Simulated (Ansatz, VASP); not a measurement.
# AlBP2 in two plane-wave programs, part 3 of 3

Wanted: the spread between two codes on one cell, functional and k mesh. The cell is generated by rule, not measured, and may not be a known phase. The cell is taken from a series of runs on this material, whose earlier steps may have relaxed, scaled, displaced or heated it; both programs get it as it stands.

VASP 6.6.1 and Ansatz 0.2.0.

So far: Set-up; VASP: zone-centre phonons, PBEsol.

The structure was built from a prototype and need not be the compound's stable phase.

## 3. Ansatz: zone-centre phonons, PBEsol

Level of this step: Ansatz beside VASP: Kohn-Sham DFT, plane waves, PBEsol (Ansatz).

Ansatz runs on norm-conserving files, of PseudoDojo where its log says so.

The same cell, functional and mesh now go to Ansatz, which takes its cutoff from its data sets.

input.yaml

```yaml
crystal:
  lattice:
    - [3.4872035815, 2.9296e-06, 0.0]
    - [-1.7436043278, 3.0200054249, 0.0]
    - [0.0, 0.0, 5.9898400122]
  atoms:
    - { symbol: Al, position: [0.6666666667, 0.3333333333, 0.5068462916] }
    - { symbol: B, position: [0.3333333333, 0.6666666667, 0.0049608715] }
    - { symbol: P, position: [0.6666666667, 0.3333333333, 0.9031568127] }
    - { symbol: P, position: [0.3333333333, 0.6666666667, 0.3350360242] }
kpoints:
  mp_grid: { grid: [12, 12, 6] }
hamiltonian:
  xc: pbesol
  pseudopotentials: { kind: nc }
scf:
  occupations: { method: fixed }
output:
  eigenvalues: true
phonons:
  method: dfpt
  dielectric: true
  rigid_motions: translations
```

Command:

```
> ansatz run input.yaml --threads 4 --pin off --max-ram 7168MiB --backend cpu --events-out ev --progress --plain --runs-dir out
```

Numbers of over 12 decimals in the logs are rounded to 6 here.

Output:

```text
Engine: ansatz 0.2.0, aarch64-unknown-linux-gnu
Pseudopotentials: kind: nc
Pseudopotential: Al, nc, valence charge 3, recommended cutoff 544.227725 eV (normal), Al.nc.azcp (PseudoDojo's, or run here from an input of PseudoDojo's: the run reads no file of this project's for it)
Pseudopotential: B, nc, valence charge 3, recommended cutoff 1034.032677 eV (normal), B.nc.azcp (PseudoDojo's, or run here from an input of PseudoDojo's: the run reads no file of this project's for it)
Pseudopotential: P, nc, valence charge 5, recommended cutoff 598.650497 eV (normal), P.nc.azcp (PseudoDojo's, or run here from an input of PseudoDojo's: the run reads no file of this project's for it)
Functional definition: PBEsol
  exchange = pbesol_x
  correlation = pbesol_c
Crystal: 4 atoms, lattice volume = 63.081 Å³
Basis set: ecut = 1034.032677 eV, 4729 PW (Γ), exchange–correlation on 80×80×128 points (8 copies of the dense FFT grid, shifted against one another)
Bands: 12, of which v1, the nominal top of the filled ones, is band 8 counted from 1 (7 counted from 0)
Symmetry: 6 space group operations
k-points: 242 of 864 (irreducible under 2 space group operations, time reversal used)
Non-local potential: Al, projectors of the file, l = 0: 2, l = 1: 2, l = 2: 2
Non-local potential: B, projectors of the file, l = 0: 2, l = 1: 2
Non-local potential: P, projectors of the file, l = 0: 2, l = 1: 2, l = 2: 2
Initial density: superposition of atomic densities (chi_scale 0.1, normalization cell, long waves kept (reshape's long-wave potential 0.06 eV rms))
Initial wavefunctions: pseudopotential atomic-orbital guess
Functional: x = pbesol(κ = 0.804, μ = 0.123457), c = pbesol(β = 0.046)
SCF iter   1: F=—  HF=-521.359076 eV  |F-HF|=—  |Δ(HF+E_count)|=         —  Δρ=5.71e-2  dr2=2.59e0  ethr=3.10e-3  ⟨swp⟩=5.2  Hψ=17791  notcnv=0  defer=402
preconditioner: auto → none  [insulator: Δε(μ)=1.211 eV  Ē_g=9.336 eV  n_scr=10 (ndim 8)  ℏωp=18.7 eV  f_vac=0.000  ε∞_Penn≈5.0]
SCF iter   2: F=—  HF=-520.603712 eV  |F-HF|=—  |Δ(HF+E_count)|=   7.55e-1  Δρ=2.28e-2  dr2=3.76e-1  ethr=3.10e-3  ⟨swp⟩=3.4  Hψ=8330  notcnv=0  defer=367
SCF iter   3: F=—  HF=-520.538903 eV  |F-HF|=—  |Δ(HF+E_count)|=   6.48e-2  Δρ=1.08e-2  dr2=1.40e-1  ethr=2.35e-3  ⟨swp⟩=3.4  Hψ=6002  notcnv=0  defer=466
SCF iter   4: F=—  HF=-520.511686 eV  |F-HF|=—  |Δ(HF+E_count)|=   2.72e-2  Δρ=3.98e-3  dr2=2.24e-2  ethr=8.73e-4  ⟨swp⟩=3.0  Hψ=5211  notcnv=0  defer=481
SCF iter   5: F=—  HF=-520.507061 eV  |F-HF|=—  |Δ(HF+E_count)|=   4.63e-3  Δρ=1.43e-3  dr2=7.93e-4  ethr=1.40e-4  ⟨swp⟩=3.1  Hψ=4824  notcnv=0  defer=482
SCF iter   6: F=—  HF=-520.506977 eV  |F-HF|=—  |Δ(HF+E_count)|=   8.38e-5  Δρ=3.57e-4  dr2=5.60e-5  ethr=4.96e-6  ⟨swp⟩=2.3  Hψ=4692  notcnv=0  defer=482
SCF iter   7: F=—  HF=-520.506972 eV  |F-HF|=—  |Δ(HF+E_count)|=   4.90e-6  Δρ=6.14e-5  dr2=1.54e-6  ethr=3.50e-7  ⟨swp⟩=2.6  Hψ=4674  notcnv=0  defer=482
SCF iter   8: F=—  HF=-520.506994 eV  |F-HF|=—  |Δ(HF+E_count)|=   2.19e-5  Δρ=1.83e-5  dr2=1.08e-7  ethr=9.59e-9  ⟨swp⟩=2.5  Hψ=4937  notcnv=0  defer=464
SCF iter   9: F=—  HF=-520.506994 eV  |F-HF|=—  |Δ(HF+E_count)|=   7.42e-8  Δρ=3.03e-6  dr2=4.24e-9  ethr=6.77e-10  ⟨swp⟩=2.6  Hψ=4992  notcnv=0  defer=464
SCF iter  10: F=—  HF=-520.506994 eV  |F-HF|=—  |Δ(HF+E_count)|=   2.14e-9  Δρ=5.13e-7  dr2=1.34e-10  ethr=2.65e-11  ⟨swp⟩=2.6  Hψ=5072  notcnv=0  defer=464
SCF iter  11: F=-520.506994 eV  HF=-520.506994 eV  |F-HF|=1.36e-12  |Δ(HF+E_count)|=  1.12e-10  Δρ=8.84e-8  dr2=5.19e-12  ethr=1.00e-12  ⟨swp⟩=10.5  Hψ=24448  notcnv=0
SCF 1 converged in 11 iterations: F = -520.506994 eV  dr2 = 5.19e-12
NSCF: frozen V_eff on 110 k-points
DFPT response loops at Γ: preconditioner auto → Resta (q_TF=auto, 2.171 Å⁻¹)  ε∞=13.8 (no band partly filled); β = 1.00, the filter's whole step (`scf.mixing.beta` (0.50) is not read by the response loops at its default; to damp them type it under 1.00, their step now; it binds the ground state too); Broyden in place of MSR1
── the response to a field inside a basis, on 12×12×6 k-points: an SCF that follows is theirs, and a resumed run solves both again ──
Bands: 9, of which v1, the nominal top of the filled ones, is band 8 counted from 1 (7 counted from 0)
k-points: 234 of 864 (irreducible under 2 space group operations, time reversal used)
Initial density: handed on by an earlier stage of this run
Initial wavefunctions: pseudopotential atomic-orbital guess (no wavefunctions were taken with the density)
Eigensolver: Dense (234 Hₖ)
SCF iter   1: F=—  HF=-520.504848 eV  |F-HF|=—  |Δ(HF+E_count)|=         —  Δρ=4.76e-5  dr2=3.37e-7  ethr=1.00e-1
preconditioner: auto → none  [insulator: Δε(μ)=0.417 eV  Ē_g=7.588 eV  n_scr=10 (ndim 8)  ℏωp=18.7 eV  f_vac=0.000  ε∞_Penn≈7.1]
SCF iter   2: F=-520.504849 eV  HF=-520.504849 eV  |F-HF|=1.47e-7  |Δ(HF+E_count)|=   4.33e-7  Δρ=2.37e-5  dr2=7.79e-8  ethr=2.11e-9
SCF 1 converged in 2 iterations: F = -520.504849 eV  dr2 = 7.79e-8
DFPT response loops at Γ: preconditioner auto → Resta (q_TF=auto, 2.171 Å⁻¹)  ε∞=12.0 (no band partly filled); β = 1.00, the filter's whole step (`scf.mixing.beta` (0.50) is not read by the response loops at its default; to damp them type it under 1.00, their step now; it binds the ground state too); Broyden in place of MSR1
WARN: field response: ε∞ stands inside a basis, on 12×12×6 points; the force constants stand on the 12×12×6 k-mesh, whose period is 12.12 times the interband length at k = (0.0000, 0.0000, 0.0000), direct gap 1.212 eV, under 14: take them and everything formed from them as unconverged, and compare with a denser kpoints.mp_grid
SCF converged after 11 iterations
Free energy (F): -520.506994 eV
Harris-Foulkes:  -520.506994 eV  (|F-HF|=1.36e-12)
Internal energy: -520.506994 eV  (E = F + TS)
E sigma→0 (E₀):  -520.506994 eV
Fermi energy:    7.665254 eV
--- Per-component energies (eV) ---
  E_band       = 22.570242
  E_kinetic    = 214.037437
  E_local      = -172.405367  (includes V_loc(G=0)·N_el)
  E_nonlocal   = 71.483997
  E_hartree    = 49.966224
  E_xc         = -173.848634
  E_vxc        = -190.478271  (∫ρ·V_xc dr)
  E_ewald      = -509.740651
  E_smearing   = -0.000000  (= −TS)
  E_closure    = 0.000000  (closes the sum)
  Σ components = -520.506994   (vs F -520.506994, Δ=0.00e0)
--- Band table (eV; the first three rows and the last of 242) ---
  k-point 0: bands = [... 4 lower, 5.2218, 6.4317, 7.6653, 7.6653, 8.8772, 9.6736, 10.1772, 10.1772]
  k-point 1: bands = [... 4 lower, 5.2453, 5.6250, 7.5922, 7.5922, 8.9686, 10.1237, 10.2414, 10.2414]
  k-point 2: bands = [... 4 lower, 5.2955, 5.2955, 7.4493, 7.4493, 9.0755, 10.3775, 10.3775, 10.5175]
  k-point 241: bands = [... 4 lower, 2.2030, 3.6625, 3.9945, 5.2191, 9.0750, 10.5161, 11.3999, 11.8973]
--- Phonons (Γ-DFPT): 8 representative perturbations + reference, on 242 of 864 k-points (Σ response iterations 24) ---
  k mesh reduced under 2 symmetry operations, with k and −k counted as one. Each operation leaves every solved perturbation unchanged. A smaller set is not considered because the run solves the response to a homogeneous field
  ASR residual: 3.034e-5 → 0.000e0 eV/Å²; symmetrization residual: 2.941e-5 eV/Å²
  ASR residual per site (eV/Å²): 1.42e-5 3.03e-5 2.92e-5 2.83e-5
  Γ frequencies (cm⁻¹): 0.00 0.00 0.00 120.23 120.23 434.15 481.42 481.42 483.46 582.96 582.96 695.04
  ε∞ (high-frequency dielectric tensor):
        9.868731    -0.000000    -0.000000
       -0.000000     9.868731     0.000000
       -0.000000     0.000000    10.580021
  ε⁰ (static dielectric tensor: ions relaxed, cell fixed):
       10.766576    -0.000000    -0.000000
       -0.000000    10.766576     0.000000
       -0.000000     0.000000    11.713651
  ε⁰ − ε∞ (ionic part):
        0.897845    -0.000000     0.000000
       -0.000000     0.897845     0.000000
        0.000000     0.000000     1.133630
  softest optical mode at Γ: 120.23 cm⁻¹; the repairs (sum rule, projections) moved no ω² at Γ by more than (3.11 cm⁻¹)²
  Born effective charges Z* (e; rows j = field, columns β = displacement):
    site 0:
         1.83459   -0.00000   -0.00000
        -0.00000    1.83459    0.00000
        -0.00000    0.00000    2.18730
    site 1:
         0.57457   -0.00000   -0.00000
         0.00000    0.57457   -0.00000
         0.00000   -0.00000    0.66862
    site 2:
        -0.74373    0.00000    0.00000
         0.00000   -0.74373   -0.00000
         0.00000   -0.00000   -0.53148
    site 3:
        -1.66544    0.00000   -0.00000
         0.00000   -1.66544    0.00000
        -0.00000    0.00000   -2.32445
  Z* charge neutrality: 4.367e-3 e pre-enforcement
  solved inside a basis spanned on kpoints, on 12×12×6 k-points, its susceptibility summed on 16×16×8: ε∞ is read to err by 5.6e-2, Z* by 2.0e-2 e (field_mesh: kpoints solves on kpoints); Z* is corrected for what the basis lacks
  optical modes at Γ without the LO–TO term, one row a degenerate level:
      ω (cm⁻¹)  modes    IR ((D/Å)²/amu)
        120.23      2             0.0865
        434.15      1             0.8323
        481.42      2             8.5345
[...]
optical modes at Γ + LO–TO along q̂ = [1.0000, 0.0000, 0.0000]:
      ω (cm⁻¹)  modes    IR ((D/Å)²/amu)
[...]
optical modes at Γ + LO–TO along q̂ = [0.0000, 1.0000, 0.0000]:
      ω (cm⁻¹)  modes    IR ((D/Å)²/amu)
[...]
588.82      1             2.2795
        695.04      1             3.1829
  optical modes at Γ + LO–TO along q̂ = [0.0000, 0.0000, 1.0000]:
      ω (cm⁻¹)  modes    IR ((D/Å)²/amu)
        120.23      2             0.0865
        436.30      1             0.4064
        481.42      2             8.5345
        500.54      1             5.1789
        582.96      2             3.4998
        702.90      1             3.6945
```

Reading the cycles: dr2 is the Hartree energy of the density residual (eV), the measure of convergence; HF is the Harris–Foulkes estimate of the energy, which meets the free energy F at convergence.

## 4. Comparison

Known differences besides the potentials themselves: fixed occupations in Ansatz, narrow Gaussian smearing in VASP; VASP's response is taken on the typed mesh, Ansatz refines its own for the field response alone; the cutoff is 1034.03 eV in Ansatz and 500 eV in VASP. Total energies have different zeros and are not compared.

The two programs side by side:

```csv
quantity,Ansatz,VASP,difference
ε∞ xx,9.87,10.00,-1.31 %
ε∞ yy,9.87,10.00,-1.31 %
ε∞ zz,10.58,10.62,-0.40 %
Born charge of Al1 (mean of the diagonal) (e),1.95,1.98,-0.03
Born charge of B2 (mean of the diagonal) (e),0.61,0.63,-0.02
Born charge of P3 (mean of the diagonal) (e),-0.67,-0.70,+0.03
optical mode 1 to 2 (cm⁻¹),120.2,119.7,+0.48 %
optical mode 3 (cm⁻¹),434.1,434.5,-0.08 %
optical mode 4 to 5 (cm⁻¹),481.4,480.1,+0.28 %
optical mode 6 (cm⁻¹),483.5,483.3,+0.03 %
optical mode 7 to 8 (cm⁻¹),583.0,581.9,+0.18 %
optical mode 9 (cm⁻¹),695.0,694.4,+0.09 %
```

Modes are paired by rising frequency, not by their patterns, so a pair may set unlike modes beside each other; they are those without the splitting of longitudinal modes.

## 5. Outcome

| Item | Value |
| --- | --- |
| r.m.s. difference of the optical zone-centre modes, each program's sorted by frequency (zone-centre phonons, PBEsol) | 0.89 cm⁻¹ |
| difference in ε∞ xx (zone-centre phonons, PBEsol) | -1.3 % |

In words: The r.m.s. difference of the optical zone-centre modes, each program's sorted by frequency is 0.89 cm⁻¹ (zone-centre phonons, PBEsol). Among the rows given in per cent, the largest difference of the zone-centre phonons, PBEsol pair is in ε∞ xx, -1.3 %. Such differences can come from data sets, numerical settings and the points named under the comparisons, not from the functional's error against experiment.

[Lines on the potential files, build, host, timing and source positions are cut from VASP's logs without a mark.]

[Logs are printed without paths, hosts, clocks, repeated set-up lines and the standing remarks that a program may print on its own settings, such as how far it seeks lower states.]

[Hosts, paths, dates, database ids (printed as entryN), source tags and the programs' standing remarks are cut or masked in the printed files.]
